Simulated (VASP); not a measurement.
Computed with LDA (Ceperley-Alder, Perdew-Zunger), VASP's LDA PAW potentials (set 64) (plane waves; VASP).

Input for VASP

**INCAR**
```
ALGO  =  Normal
EDIFF  =  1E-6
EDIFFG  =  -0.01
ENCUT  =  400
IBRION  =  2
ISIF  =  3
ISMEAR  =  1
LASPH  =  .TRUE.
LCHARG  =  .FALSE.
LMAXMIX  =  4
LREAL  =  .FALSE.
LWAVE  =  .FALSE.
NELM  =  100
NSW  =  60
PREC  =  Accurate
SIGMA  =  0.1
SYSTEM  =  Zr
```

**POSCAR**
```
Zr
1.0
  1.5713344423  -2.7216310399   0.0000000000
  1.5713344423   2.7216310399   0.0000000000
  0.0000000000   0.0000000000   5.0934519624
Zr
2
Cartesian
  1.5713344423   0.9072121611   1.2733629906
  1.5713344423  -0.9072121611   3.8200889718
```

KPOINTS:
```
Automatic mesh
0
Gamma
12 12 7
0 0 0
```

POTCAR, in this order: Zr_sv (LDA.64 set). Program: vasp_std.

Output of the run:

**OSZICAR**
```
       N       E                     dE             d eps       ncg     rms          rms(c)
DAV:   1     0.180597451586E+03    0.18060E+03   -0.12085E+04  2448   0.124E+03
DAV:   2    -0.622348912971E+01   -0.18682E+03   -0.18527E+03  3064   0.374E+02
DAV:   3    -0.190713465384E+02   -0.12848E+02   -0.12764E+02  4640   0.706E+01
DAV:   4    -0.192669554255E+02   -0.19561E+00   -0.19557E+00  2672   0.986E+00
DAV:   5    -0.192723438945E+02   -0.53885E-02   -0.53884E-02  3760   0.109E+00    0.164E+01
DAV:   6    -0.186895481173E+02    0.58280E+00   -0.88389E-01  2528   0.817E+00    0.669E+00
DAV:   7    -0.185744263922E+02    0.11512E+00   -0.58322E-01  3544   0.562E+00    0.107E+00
DAV:   8    -0.185770050679E+02   -0.25787E-02   -0.33599E-02  3360   0.162E+00    0.275E-01
DAV:   9    -0.185772495243E+02   -0.24446E-03   -0.11923E-03  2976   0.357E-01    0.356E-02
DAV:  10    -0.185772314173E+02    0.18107E-04   -0.34405E-05  3656   0.410E-02    0.235E-02
DAV:  11    -0.185772314895E+02   -0.72211E-07   -0.68750E-06  2680   0.348E-02
   1 F= -.18577231E+02 E0= -.18577742E+02  d E =-.185772E+02
```

### OUTCAR
```
------------------------ aborting loop because EDIFF is reached ----------------------------------------
  FORCE on cell =-STRESS in cart. coord.  units (eV):
  Direction    XX          YY          ZZ          XY          YZ          ZX
  --------------------------------------------------------------------------------------
  Total       -0.0190048     -0.0190048     -0.0086848      0.0000000      0.0000000      0.0000000
  in kB       -0.6989287     -0.6989287     -0.3193963      0.0000000      0.0000000      0.0000000
  external PRESSURE =      -0.5724179 kB  Pullay stress =       0.0000000 kB
  volume of cell :       43.57
      direct lattice vectors                 reciprocal lattice vectors
     1.571334442 -2.721631040  0.000000000     0.318200879 -0.183713366  0.000000000
     1.571334442  2.721631040  0.000000000     0.318200879  0.183713366  0.000000000
     0.000000000  0.000000000  5.093451962     0.000000000  0.000000000  0.196330506
 POSITION                                       TOTAL-FORCE (eV/Angst)
 -----------------------------------------------------------------------------------
      1.57133      0.90721      1.27336        -0.000000      0.000000      0.000000
      1.57133     -0.90721      3.82009         0.000000     -0.000000      0.000000
 -----------------------------------------------------------------------------------
    total drift:                               -0.000000      0.001101     -0.000018
  FREE ENERGIE OF THE ION-ELECTRON SYSTEM (eV)
  ---------------------------------------------------
  free  energy   TOTEN  =       -18.5772314895 eV

  energy  without entropy=      -18.5787632853  energy(sigma->0) =      -18.57774209

 reached required accuracy - stopping structural energy minimisation
```
(Selected blocks of OUTCAR.)

### OUTCAR
```
 val. band max:        9.5385916265   @ k =   0.3333   0.2500   0.2857

 cond. band min:       9.5884428759   @ k =   0.2500   0.1667   0.4286


 Fermi energy:         9.5635095088

 k-point     1 :       0.0000    0.0000    0.0000
  band No.  band energies     occupation
      1     -38.8843      2.00000
      2     -38.6890      2.00000
      3     -17.6695      2.00000
      4     -16.5811      2.00000
      5     -16.5811      2.00000
      6     -16.4476      2.00000
      7     -16.4207      2.00000
      8     -16.4207      2.00000
      9       3.8202      2.00000
     10       6.3347      2.00000
     11      10.4046     -0.00000
     12      10.4235     -0.00000
     13      10.4235     -0.00000
     14      10.9408     -0.00000
     15      11.1375     -0.00000
     16      11.1376     -0.00000

 k-point     2 :       0.0833    0.0000    0.0000
  band No.  band energies     occupation
      1     -38.8734      2.00000
      2     -38.6838      2.00000
      3     -17.6431      2.00000
      4     -16.6443      2.00000
      5     -16.6010      2.00000
      6     -16.4856      2.00000
      7     -16.4577      2.00000
      8     -16.4293      2.00000
      9       4.0338      2.00000
     10       6.5339      2.00000
     11       9.9101     -0.00001
     12      10.4883     -0.00000
     13      10.6232     -0.00000
     14      10.7953     -0.00000
     15      10.9638     -0.00000
     16      11.3266     -0.00000

 k-point     3 :       0.1667    0.0000    0.0000
  band No.  band energies     occupation
      1     -38.8428      2.00000
      2     -38.6702      2.00000
      3     -17.5673      2.00000
      4     -16.8157      2.00000
      5     -16.6577      2.00000
      6     -16.6533      2.00000
      7     -16.4888      2.00000
      8     -16.4542      2.00000
      9       4.6275      2.00000
     10       7.0319      2.00000
     11       9.3202      2.00311
     12       9.5370      1.43214
     13      10.4828     -0.00000
...
```

The compound is Zr in the hcp structure. It was relaxed first, which changed the volume by -6 %. The start is the result of an earlier pass.
